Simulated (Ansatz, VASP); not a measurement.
This is a calculation of TiOs3 for VASP 6.6.1. Atoms were shifted at random by some hundredths of an Å from the given cell, which wasn't relaxed again for these runs. The cell comes from a database or a generator and needn't be the stable form of this composition.

The input INCAR:

```
ALGO     = Normal         # electronic algorithm
EDIFF    = 1E-7           # SCF threshold, eV
ENCUT    = 520            # plane-wave cutoff, eV
GGA      = PE             # functional
ISIF     = 2              # what is computed and relaxed
ISMEAR   = -1             # smearing method
LASPH    = T              # aspherical terms in the spheres
LCHARG   = T              # write CHGCAR
LELF     = T              # ELF
LREAL    = F              # projectors in reciprocal space
LVHAR    = T            
LWAVE    = F              # write WAVECAR
NBANDS   = 26             # bands
NELM     = 60             # most SCF steps
PREC     = Accurate       # precision mode
SIGMA    = 0.05           # smearing width, eV
```

The input KPOINTS:

```
k-points
0
Gamma
  7 7 7
```

Contents of POSCAR:

```
TiOs3
1.0
    3.8877340000      0.0000000000      0.0000000000
    0.0000000000      3.8877340000      0.0000000000
    0.0000000000      0.0000000000      3.8877340000
Os Ti
3 1
Direct
    0.0022490000      0.5034980000      0.4911140000
    0.4985710000     -0.0078570000      0.5057670000
    0.4914700000      0.4965600000     -0.0018520000
    0.0043810000     -0.0041970000      0.0021910000
```

Potentials or basis: VASP PAW PBE potentials, release 64 (Os, Ti_sv).

Command:

```sh
$ cat potpaw_PBE.64/Os/POTCAR potpaw_PBE.64/Ti_sv/POTCAR > POTCAR
$ mpirun -np 1 vasp_std > vasp.out
```

Question: Translate it to Ansatz 0.2.0. Potentials or basis there: Ansatz PAW, cutoff 420 eV.

Answer: As run (cutoffs and basis follow the program's own potentials, and thresholds, step limits or extra output files can differ):

The input input.yaml:

```yaml
crystal:
  lattice:
    - [3.887734, 0.0, 0.0]
    - [0.0, 3.887734, 0.0]
    - [0.0, 0.0, 3.887734]
  atoms:
    - { symbol: Os, position: [0.002249, 0.503498, 0.491114] }
    - { symbol: Os, position: [0.498571, -0.007857, 0.505767] }
    - { symbol: Os, position: [0.49147, 0.49656, -0.001852] }
    - { symbol: Ti, position: [0.004381, -0.004197, 0.002191] }
hamiltonian:
  xc: pbe
  pseudopotentials: { kind: paw }
kpoints:
  mp_grid: { grid: [7, 7, 7] }
scf:
  occupations: { method: fermi_dirac, width: 0.05 }
output:
  forces: true
  stress: true
  eigenvalues: true
```

Potentials or basis: Ansatz PAW.

Command:

```bash
$ ansatz run input.yaml --threads 2 --pin off --max-ram 5120MiB --backend cpu --events-out ev --progress --plain --runs-dir out
```

Both were run:

|  | VASP | Ansatz |
| --- | --- | --- |
| Pressure | -1.0 GPa | -0.8 GPa |
| Largest force | 0.441 eV/Å | 0.443 eV/Å |

Ansatz's pressure holds a Pulay term of +0.06 GPa for its cutoff of 420 eV, which the other run lacks.

The potentials hold 36 and 60 valence electrons a cell.

Where Ansatz's input types no cutoff or centring, it takes its own default and a Γ-centred mesh.

Pressure is positive in compression.
